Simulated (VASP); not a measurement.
Level of theory: PBE GGA, VASP's PBE PAW potentials (set 64) (plane waves; VASP 6.6.1).

VASP ran on this input.

File KPOINTS:
```
Automatic mesh
0
Gamma
11 11 11
0 0 0
```

**POSCAR**
```
Pb
1.0
  0.0000000000   2.4750000000   2.4750000000
  2.4750000000   0.0000000000   2.4750000000
  2.4750000000   2.4750000000   0.0000000000
Pb
1
Direct
  0.0000000000   0.0000000000   0.0000000000
```

INCAR:
```
ALGO  =  Normal
EDIFF  =  1E-6
EDIFFG  =  -0.01
ENCUT  =  480
GGA  =  PE
IBRION  =  2
ISIF  =  3
ISMEAR  =  1
LASPH  =  T
LCHARG  =  F
LMAXMIX  =  4
LREAL  =  F
LWAVE  =  F
NELM  =  100
NSW  =  60
PREC  =  Accurate
SIGMA  =  0.1
SYSTEM  =  Pb
```

POTCAR, in this order: Pb_d (PBE.64 set). Program: vasp_std.

Energy and stress use the plane-wave basis of the starting cell. Unless said otherwise, spin-orbit coupling is left out, though it shifts the bands of the heavy elements here.

Problem. Predict the energy per atom (σ→0), volume per atom, band gap (on the k-mesh).

Solution. 
```
Item                                                        Result
------------------------  ----------------------------------------
energy per atom (σ→0)                               -3.566 eV/atom
band gap (on the k-mesh)  none (metal, semimetal or under 0.01 eV)
volume per atom                                     31.80 Å^3/atom
```

### OSZICAR
```
...
DAV:   2    -0.356941464163E+01    0.26674E-01   -0.52734E-02  1418   0.502E+00    0.319E-01
DAV:   3    -0.356568791473E+01    0.37267E-02   -0.15093E-02  1532   0.256E+00    0.251E-02
DAV:   4    -0.356569938372E+01   -0.11469E-04   -0.16963E-04  1265   0.143E-01    0.142E-02
DAV:   5    -0.356572870898E+01   -0.29325E-04   -0.93585E-05  1265   0.838E-02    0.743E-03
DAV:   6    -0.356572593627E+01    0.27727E-05   -0.45114E-06  1457   0.404E-02    0.152E-03
DAV:   7    -0.356572478852E+01    0.11477E-05   -0.68584E-07  1049   0.823E-03    0.306E-04
DAV:   8    -0.356572475505E+01    0.33469E-07   -0.28027E-08   631   0.168E-03
   3 F= -.35657248E+01 E0= -.35657382E+01  d E =-.985552E-02
```

The compound is Pb in the fcc structure. This run relaxes it. Symmetry was kept, so distortions that lower it aren't found.
